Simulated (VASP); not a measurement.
All values below come from PBE GGA, VASP's PBE PAW potentials (set 64) (plane waves; VASP 6.6.1).

VASP input:

POSCAR:
```
YP
1
    4.4850630000     0.0000000000     0.0000000000
    0.0000000000     4.4850630000     0.0000000000
    0.0000000000     0.0000000000    16.6765770000
Y P
2 2
Direct
  0.5000000000   0.0000000000   0.5802500000
  0.0000000000   0.5000000000   0.4197500000
  0.0000000000   0.0000000000   0.5000000000
  0.5000000000   0.5000000000   0.5000000000
```

INCAR:
```
ENCUT  =  300
EDIFF  =  1E-6   ! SCF stop (eV)
ISMEAR  =  0   ! Gaussian
LREAL  =  .False.   ! projection in real space or not
SYSTEM  =  YP
GGA  =  PE   ! PBE
ISIF  =  2
LMAXMIX  =  4   ! l cut-off of mixed one-centre charges
ALGO  =  Normal
LWAVE  =  .False.
LCHARG  =  .False.
SIGMA  =  0.1   ! width (eV)
LASPH  =  .True.
PREC  =  Accurate
NELM  =  100
```

File KPOINTS:
```
Automatic mesh
0
Gamma
4 4 1
0 0 0
```

POTCAR, in this order: Y_sv P (PBE.64 set). Program: vasp_std.

The cell holds a wide vacuum, so values per volume refer to the whole cell.

### Question
Estimate the energy per atom (σ→0), largest force, band gap (on the k-mesh).

### Answer

- energy per atom (σ→0) = -6.130 eV/atom
- band gap (on the k-mesh) = none (metal, semimetal or under 0.01 eV)
- largest force = 0.214 eV/Å

### OSZICAR
```
...
DAV:  16    -0.245341194960E+02    0.15475E-04   -0.19170E-04   332   0.653E-02    0.534E-02
DAV:  17    -0.245341250528E+02   -0.55568E-05   -0.94111E-05   284   0.554E-02    0.243E-02
DAV:  18    -0.245341552540E+02   -0.30201E-04   -0.16111E-05   308   0.218E-02    0.142E-02
DAV:  19    -0.245342113002E+02   -0.56046E-04   -0.24189E-05   272   0.157E-02    0.108E-02
DAV:  20    -0.245342230692E+02   -0.11769E-04   -0.74842E-06   232   0.749E-03    0.645E-03
DAV:  21    -0.245342254952E+02   -0.24260E-05   -0.37693E-06   220   0.761E-03    0.190E-03
DAV:  22    -0.245342257786E+02   -0.28337E-06   -0.44304E-07   192   0.296E-03
   1 F= -.24534226E+02 E0= -.24520563E+02  d E =-.273250E-01
```

The cell is a sheet with vacuum, built from a generated structure.
